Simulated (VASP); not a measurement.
# Mg2ZnTeS2 (P6/mmm) in VASP: notebook

Runs on Mg2ZnTeS2. Level: PBE. Tasks: relaxation of cell and atoms.

Program: VASP 6.6.1. These are calculated values, not measurements. Logs are shortened: lines on timing, memory, paths and dates and some standing lists are left out, and cuts for length are marked.

## 1. The crystal as given

Symmetry: P6/mmm, No. 191, hexagonal system. The conventional cell has a = 4.294 Å, b = 4.294 Å, c = 9.433 Å, α = 90.00°, β = 90.00°, γ = 120.00°. Mg (site symmetry 6mm) has 1 Zn at 2.13 Å as nearest neighbours. Around Zn (site symmetry 6/mmm) lie 2 Mg at 2.13 Å. Te (site symmetry 6/mmm) has 2 Mg at 2.58 Å as nearest neighbours. Around S (site symmetry -6m2) lie 3 S at 2.48 Å and 3 Zn at 2.48 Å.

The cell was built by a generator and needn't be a form met in nature.

## 2. Relaxation of cell and atoms, PBE

The input, INCAR:

```
SYSTEM = Mg2ZnTeS2
ALGO = Fast
EDIFF = 1E-4
EDIFFG = -0.08
ENCUT = 520
GGA = PE
IBRION = 2
ISIF = 3
ISMEAR = 0
LASPH = .True.
LCHARG = .False.
LREAL = .False.
LWAVE = .False.
NELM = 60
NSW = 24
PREC = Normal
SIGMA = 0.15
```

The input, KPOINTS:

```
k-points
0
Gamma
  4 4 2
  0 0 0
```

The input, POSCAR:

```
Mg2ZnTeS2
1.0
    4.2935849400      0.0000000000      0.0000000000
   -2.1467924700      3.7183536300      0.0000000000
    0.0000000000      0.0000000000      9.4332980300
Mg Zn Te S
2 1 1 2
Direct
    0.0000000000      0.0000000000      0.2737288200
    0.0000000000      0.0000000000      0.7262711800
    0.0000000000      0.0000000000      0.5000000000
    0.0000000000      0.0000000000      0.0000000000
    0.3333333300      0.6666666700      0.5000000000
    0.6666666700      0.3333333300      0.5000000000
```

Potentials or basis: VASP PAW PBE potentials, release 64 (Mg, Zn, Te, S).

The run is started by

```console
$ cat potpaw_PBE.64/Mg/POTCAR potpaw_PBE.64/Zn/POTCAR potpaw_PBE.64/Te/POTCAR potpaw_PBE.64/S/POTCAR > POTCAR
$ mpirun -np 1 vasp_std > vasp.out
```

OUTCAR:

```text
SYSTEM = Mg2ZnTeS2
   EDIFF = 1E-4
   EDIFFG = -0.08
   ENCUT = 520
   GGA = PE
   IBRION = 2
   ISIF = 3
   ISMEAR = 0
   LASPH = .True.
   LREAL = .False.
   NELM = 60
   NSW = 24
   PREC = Normal

 ion  position               nearest neighbor table
   1  0.000  0.000  0.274-   3 2.13   4 2.58
   2  0.000  0.000  0.726-   3 2.13   4 2.58
   3  0.000  0.000  0.500-   1 2.13   2 2.13   5 2.48   6 2.48   5 2.48   6 2.48   6 2.48   5 2.48

   4  0.000  0.000  0.000-   1 2.58   2 2.58
   5  0.333  0.667  0.500-   6 2.48   3 2.48   6 2.48   3 2.48   3 2.48   6 2.48
   6  0.667  0.333  0.500-   5 2.48   3 2.48   5 2.48   3 2.48   3 2.48   5 2.48

  LATTYP: Found a hexagonal cell.
 ALAT       =     4.2935849400
 C/A-ratio  =     2.1970679891

  Lattice vectors:

 A1 = (   4.2935849400,   0.0000000000,   0.0000000000)
 A2 = (  -2.1467924700,   3.7183536300,   0.0000000000)
 A3 = (   0.0000000000,   0.0000000000,   9.4332980300)

Analysis of symmetry for initial positions (statically):
=====================================================================
 Subroutine PRICEL returns:
 Original cell was already a primitive cell.

 Routine SETGRP: Setting up the symmetry group for a
 hexagonal supercell.

 Subroutine GETGRP returns: Found 24 space group operations
 (whereof 24 operations were pure point group operations)
 out of a pool of 24 trial point group operations.

The static configuration has the point symmetry D_6h.

Analysis of symmetry for dynamics (positions and initial velocities):
=====================================================================
 Subroutine PRICEL returns:
 Original cell was already a primitive cell.

 Routine SETGRP: Setting up the symmetry group for a
 hexagonal supercell.

 Subroutine GETGRP returns: Found 24 space group operations
 (whereof 24 operations were pure point group operations)
 out of a pool of 24 trial point group operations.

The dynamic configuration has the point symmetry D_6h.

 Subroutine INISYM returns: Found 24 space group operations
 (whereof 24 operations are pure point group operations),
 and found     1 'primitive' translations

----------------------------------------------------------------------------------------

                                     Primitive cell

  volume of cell :     150.6032
[... 68 lines left out ...]
   NGX,Y,Z   is equivalent  to a cutoff of   9.29,  9.29,  9.52 a.u.
   NGXF,Y,Z  is equivalent  to a cutoff of  18.59, 18.59, 19.03 a.u.
 SYSTEM =  Mg2ZnTeS2
   PREC   = normal    normal or accurate (medium, high low for compatibility)
   ISTART =      0    job   : 0-new  1-cont  2-samecut
   ICHARG =      2    charge: 1-file 2-atom 10-const
   ISPIN  =      1    spin polarized calculation?
   LNONCOLLINEAR =      F non collinear calculations
   LSORBIT =      F    spin-orbit coupling
   LASPH  =      T    aspherical Exc in radial PAW
   ENCUT  =  520.0 eV  38.22 Ry    6.18 a.u.   7.98  7.98 17.54*2*pi/ulx,y,z
   NELM   =     60;   NELMIN=  2; NELMDL= -5     # of ELM steps
   EDIFF  = 0.1E-03   stopping-criterion for ELM
   LREAL  =      F    real-space projection
   EDIFFG = -.8E-01   stopping-criterion for IOM
   NSW    =     24    number of steps for IOM
   IBRION =      2    ionic relax: 0-MD 1-quasi-New 2-CG
   NFREE  =      1    steps in history (QN), initial steepest desc. (CG)
   ISIF   =      3    stress and relaxation
   ISYM   =      2    0-nonsym 1-usesym 2-fastsym
   POTIM  = 0.5000    time-step for ionic-motion
   TEBEG  =    0.0;   TEEND  =   0.0 temperature during run
   PSTRESS=    0.0 pullay stress
   NELECT =      34.0000    total number of electrons
   NUPDOWN=      -1.0000    fix difference up-down
   EMIN   =  10.00;   EMAX   =-10.00  energy-range for DOS
   EFERMI =   0.00;   METHOD = LEGACY
   ISMEAR =     0;   SIGMA  =   0.15  broadening in eV -4-tet -1-fermi 0-gaus
   EFERMI_NEDOS =   21; number of points for ismear=-14 and -15
   IALGO  =     68    algorithm
   IMIX   =      4    mixing-type and parameters
     AMIX     =   0.40;   BMIX     =  1.00
     AMIX_MAG =   1.60;   BMIX_MAG =  1.00
  volume/ion in A,a.u.               =      25.10       169.39
  Fermi-wavevector in a.u.,A,eV,Ry     =   0.996834  1.883744 13.519822  0.993679
  Thomas-Fermi vector in A             =   2.128950
   LORBIT       =      0    0 simple, 1 ext, 2 COOP (PROOUT), +10 PAW based schemes
   GGA     = PE    functional components
   LHFCALC =     F    Hartree Fock is set to
   AEXX    =    0.0000 exact exchange contribution
   IVDW    =     0    specifies the selected vdW correction
   LEPSILON=     F    determine dielectric tensor
   LRPA    =     F    only Hartree local field effects (RPA)
 conjugate gradient relaxation of ions
 non-spin polarized calculation
 RMM-DIIS sequential band-by-band and
 Gauss-broadening in eV      SIGMA  =   0.15
  energy-cutoff  :      520.00
  volume of cell :      150.60
 maximum number of plane-waves:      4066
   NGX = 15   NGY = 15   NGZ = 35

--------------------------------------- Ionic step        1  -------------------------------------------

 number of electron      34.0000058 magnetization

 Free energy of the ion-electron system (eV)
  ---------------------------------------------------
  ext. energy  EPLUGINS =         0.00000000
  ---------------------------------------------------
  free energy    TOTEN  =       -11.47423950 eV

  energy without entropy =      -11.44258373  energy(sigma->0) =      -11.45841162

------------------------ aborting loop because EDIFF is reached ----------------------------------------

  FORCE on cell =-STRESS in cart. coord.  units (eV):
  Direction    XX          YY          ZZ          XY          YZ          ZX
  --------------------------------------------------------------------------------------
  -------------------------------------------------------------------------------------
  Total        8.0030801      8.0030800     16.6595993      0.0000000      0.0000000      0.0000000
  in kB       85.1399593     85.1399593    177.2314659      0.0000000      0.0000000      0.0000000
  external PRESSURE =     115.8371282 kB  Pullay stress =       0.0000000 kB
[... 267 lines left out ...]
--------------------------------------- Ionic step        8  -------------------------------------------

 number of electron      34.0000131 magnetization

 Free energy of the ion-electron system (eV)
  ---------------------------------------------------
  ext. energy  EPLUGINS =         0.00000000
  ---------------------------------------------------
  free energy    TOTEN  =       -13.13485177 eV

  energy without entropy =      -13.08802361  energy(sigma->0) =      -13.11143769

 E-fermi :   1.6785     XC(G=0):  -7.6648

 val. band max:        1.4800688562   @ k =   0.2500   0.0000   0.0000
 cond. band min:       1.6896040101   @ k =   0.2500   0.0000   0.0000
 fundamental gap:      0.2095351540
 Fermi energy:         1.6785218178

 k-point     1 :       0.0000    0.0000    0.0000
  band No.  band energies     occupation
      1     -12.7892      2.00000
      2      -8.6432      2.00000
      3      -8.5101      2.00000
      4      -5.8052      2.00000
      5      -5.8052      2.00000
      6      -5.7450      2.00000
[... 214 lines left out ...]
  FREE ENERGIE OF THE ION-ELECTRON SYSTEM (eV)
  ---------------------------------------------------
  free  energy   TOTEN  =       -13.1348517690 eV

  energy  without entropy=      -13.0880236128  energy(sigma->0) =      -13.11143769

 reached required accuracy - stopping structural energy minimisation
```

Run time: 47 s. Hardware: 1 thread of Intel Xeon 6975P-C (Granite Rapids), shared host; peak memory 0.2 GiB.

Results:

- Free energy: -13.1349 eV
- Relaxed volume: 31.47 Å³/atom
- Relaxed cell: a = 4.623 Å, b = 4.623 Å, c = 10.199 Å, α = 90.00°, β = 90.00°, γ = 120.00°
- Space group after relaxing (to 0.05 Å): P6/mmm (No. 191)
- Energy gained by relaxing: 276.8 meV/atom
- Ionic steps: 8
- Pressure after relaxing: 0.1 GPa
- Band gap on the k mesh: none (metal or under the smearing width)

Step by step:
```tsv
step	energy change (eV)	largest force (eV/Å)	pressure (GPa)	volume (Å³)
1	0.0000	3.2535	11.58	150.60
2	-1.5534	0.3391	-0.92	193.46
3	-1.5714	0.4892	0.10	187.05
4	-1.5718	0.4632	-0.11	187.95
5	-1.6256	0.3035	-0.10	188.34
6	-1.6585	0.0782	0.23	188.71
7	-1.6596	0.0553	0.18	188.86
8	-1.6606	0.0011	0.12	188.81
```

Final structure:
```
CELL_PARAMETERS angstrom
4.62336 0.00000 0.00000
-2.31168 4.00395 0.00000
0.00000 0.00000 10.19929
ATOMIC_POSITIONS crystal
Mg 0.00000 0.00000 0.25301
Mg 0.00000 0.00000 0.74699
Zn 0.00000 0.00000 0.50000
Te 0.00000 0.00000 0.00000
S 0.33333 0.66667 0.50000
S 0.66667 0.33333 0.50000
```

Levels at points of the mesh, in eV from the Fermi level:
| k point | band 15 | band 16 | band 17 | band 18 | band 19 | band 20 |
| --- | --- | --- | --- | --- | --- | --- |
| (0.00, 0.00, 0.00) | -2.08 | -0.42 | 0.02 | 0.02 | 0.40 | 1.38 |
| (0.50, 0.00, 0.00) | -0.41 | -0.25 | 0.26 | 0.28 | 1.23 | 2.08 |
| (0.00, 0.00, 0.50) | -1.76 | -0.42 | 0.01 | 0.01 | 0.19 | 1.68 |
| (0.50, 0.00, 0.50) | -0.42 | -0.26 | -0.22 | 0.81 | 1.23 | 1.30 |

Caveat: the k mesh is coarse (spacing up to 0.42 Å⁻¹), so the values aren't converged; the volume moved by over 15 % at a fixed basis, so the end points are rough; the relaxation stopped at a loose force limit of 0.08 eV/Å, so its end isn't a converged minimum.

## 3. Relaxation of cell and atoms, PBE

This run uses another cell than the first one, of 25.53 Å³/atom, 1.017 times its volume.

INCAR is that of step 2.

The input, KPOINTS:

```
k-points
0
Gamma
  3 3 3
  0 0 0
```

The input, POSCAR:

```
Mg2ZnTeS2
1.0
    2.9987381700     -4.1412441700      0.0000000000
    2.9987381700      4.1412441700      0.0000000000
    0.0000000000      0.0000000000      6.1664174800
Mg Zn Te S
2 1 1 2
Direct
    0.5000000000      0.5000000000      0.0000000000
    0.0000000000      0.0000000000      0.5000000000
    0.5000000000      0.5000000000      0.5000000000
    0.0000000000      0.0000000000      0.0000000000
    0.2232959400      0.7767040600      0.5000000000
    0.7767040600      0.2232959400      0.5000000000
```

Potentials or basis: VASP PAW PBE potentials, release 64 (Mg, Zn, Te, S).

The run is started by

```console
$ cat potpaw_PBE.64/Mg/POTCAR potpaw_PBE.64/Zn/POTCAR potpaw_PBE.64/Te/POTCAR potpaw_PBE.64/S/POTCAR > POTCAR
$ mpirun -np 1 vasp_std > vasp.out
```

Wall time 83 s (1 thread of Intel Xeon 6975P-C (Granite Rapids), shared host); peak memory 0.2 GiB.

It converged, with:

| Property | Result |
| --- | --- |
| Free energy | -16.3359 eV |
| Relaxed volume | 26.94 Å³/atom |
| Relaxed cell | a = 5.590 Å, b = 5.590 Å, c = 5.708 Å, α = 90.00°, β = 90.00°, γ = 115.00° |
| Space group after relaxing (to 0.05 Å) | Cmmm (No. 65) |
| Energy gained by relaxing | 774.4 meV/atom |
| Ionic steps | 12 |
| Pressure after relaxing | -0.3 GPa |
| Largest force after relaxing | 0.070 eV/Å |
| Band gap on the k mesh | none (metal or under the smearing width) |

Forces on the atoms (eV/Å):
```
Mg   0.000  0.000  0.000
Mg   0.000  0.000  0.000
Zn   0.000  0.000  0.000
Te   0.000  0.000  0.000
S    0.000 -0.070  0.000
S    0.000  0.070  0.000
```

Stress tensor (GPa, compression positive):
```
-0.38  0.00  0.00
 0.00 -0.20  0.00
 0.00  0.00 -0.28
```

Step by step:
```tsv
step	energy change (eV)	largest force (eV/Å)	pressure (GPa)	volume (Å³)
1	0.0000	11.6851	12.03	153.16
2	-4.0520	0.7427	-4.24	196.61
3	-4.3148	1.2383	-3.45	176.83
4	-4.3137	1.2810	-2.96	176.35
5	-4.5386	0.2364	0.06	164.98
6	-4.5422	0.0161	-0.46	166.08
7	-4.5875	0.0273	-0.17	163.02
8	-4.6176	0.1591	1.40	154.86
9	-4.6248	0.1020	0.89	157.68
10	-4.6378	0.3122	0.04	160.42
11	-4.6376	0.3242	-0.14	160.59
12	-4.6466	0.0698	-0.29	161.66
```

Final structure:
```yaml
crystal:
  lattice:
    - [3.00363, -4.71488, 0.00000]
    - [3.00363, 4.71488, 0.00000]
    - [0.00000, 0.00000, 5.70768]
  atoms:
    - { symbol: Mg, position: [0.50000, 0.50000, 0.00000] }
    - { symbol: Mg, position: [0.00000, 0.00000, 0.50000] }
    - { symbol: Zn, position: [0.50000, 0.50000, 0.50000] }
    - { symbol: Te, position: [0.00000, 0.00000, 0.00000] }
    - { symbol: S, position: [0.27871, 0.72129, 0.50000] }
    - { symbol: S, position: [0.72129, 0.27871, 0.50000] }
```

Levels at points of the mesh, in eV from the Fermi level:
```csv
k point,band 13,band 14,band 15,band 16,band 17,band 18,band 19,band 20,band 21
"(0.00, 0.00, 0.00)",-3.10,-1.68,-1.45,-0.82,-0.76,-0.55,0.06,1.80,2.03
```

Caveat: the k mesh is coarse (spacing up to 0.43 Å⁻¹), so the values aren't converged; the relaxation stopped at a loose force limit of 0.08 eV/Å, so its end isn't a converged minimum.
